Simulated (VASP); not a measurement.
The system is Zr3PdSe4.

```
Zr Pd Se
1.0
     4.00053   -5.65608    0.00000
     4.00053    5.65608    0.00000
     0.00000    0.00000    4.00022
Zr Pd Se
3 1 4
Direct
  0.00000 0.50000 0.50000
  0.50000 0.00000 0.50000
  0.50000 0.50000 0.00000
  0.00000 0.00000 0.00000
  0.24555 0.75445 0.00000
  0.75445 0.24555 0.00000
  0.75877 0.75877 0.50000
  0.24123 0.24123 0.50000
```

The cell was built by a generator and needn't be a form met in nature.

* Program: VASP 6.6.1
* Task: relaxation of cell and atoms
* Functional: PBE
* Potentials or basis: VASP PAW PBE potentials, release 64 (Zr_sv, Pd, Se)
* Cutoff: 520 eV
* k mesh: 2 × 2 × 4
* Occupations: gaussian, width 0.15 eV
* Spin: no spin polarisation

At the start: pressure -7.9 GPa; volume 22.63 Å³/atom.

Question: Where does the relaxation end?

Answer: Over 6 steps the energy falls by 53.7 meV/atom and the volume is 20.59 Å³/atom (-9.0 %); space group Cmmm (No. 65, to 0.05 Å).

Step by step:
```tsv
step	energy change (eV)	largest force (eV/Å)	pressure (GPa)	volume (Å³)
1	0.0000	0.3870	-7.92	181.03
2	-0.1096	0.1677	9.18	153.28
3	-0.4283	0.1243	-0.12	165.31
4	-0.4284	0.1184	-0.01	165.00
5	-0.4281	0.1121	0.19	164.69
6	-0.4298	0.0570	0.26	164.73
```

Final structure:
```
Zr Pd Se
1.0
     3.86379   -5.49693    0.00000
     3.86379    5.49693    0.00000
     0.00000    0.00000    3.87811
Zr Pd Se
3 1 4
Direct
  0.00000 0.50000 0.50000
  0.50000 0.00000 0.50000
  0.50000 0.50000 0.00000
  0.00000 0.00000 0.00000
  0.24587 0.75413 0.00000
  0.75413 0.24587 0.00000
  0.75680 0.75680 0.50000
  0.24320 0.24320 0.50000
```

Caveat: the k mesh is coarse (spacing up to 0.48 Å⁻¹), so the values aren't converged.
